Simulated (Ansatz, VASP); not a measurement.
**One calculation of BIr, two programs**

```
B Ir
1.0
     3.13337    0.00000    0.00000
    -1.56669    2.71358    0.00000
     0.00000    0.00000    2.78406
B Ir
1 1
Cartesian
  0.0000 1.8091 1.3920
  0.0000 0.0000 0.0000
```

Change from the starting cell: strain +0.030 along x and y, +0.030 along z, atoms carried along.

Alike in both runs: task single point; functional LDA; k mesh 18 × 18 × 18; occupations gaussian, width 0.15 eV; no spin polarisation.

|  | VASP | Ansatz |
| --- | --- | --- |
| version | VASP 6.6.1 | Ansatz 0.2.0 |
| potentials or method | VASP PAW LDA potentials, release 64 (B, Ir) | scalar-relativistic, plane waves, PAW |
| plane-wave cutoff (eV) | 520 | 420 |
| valence electrons in the cell | 12 | 20 |

VASP gave:

* gap on the k mesh at the Fermi level (eV): none
* pressure (GPa): -31.0
* largest component of the traceless stress (GPa): 5.03

Task: Which values does Ansatz return?

Result: gap on the k mesh at the Fermi level (eV): none; pressure (GPa): -32.3; largest component of the traceless stress (GPa): 5.38.

A gap of «none» marks a metal or a gap that the smearing closes. The two sets of potentials don't hold the same shells in valence.

Caveats: the cell as given lies far from equilibrium; so large a pressure means that the cell lies far from this level's equilibrium, or that cutoff or potentials fall short (VASP). Spin-orbit coupling is left out, which matters for the levels of Ir.
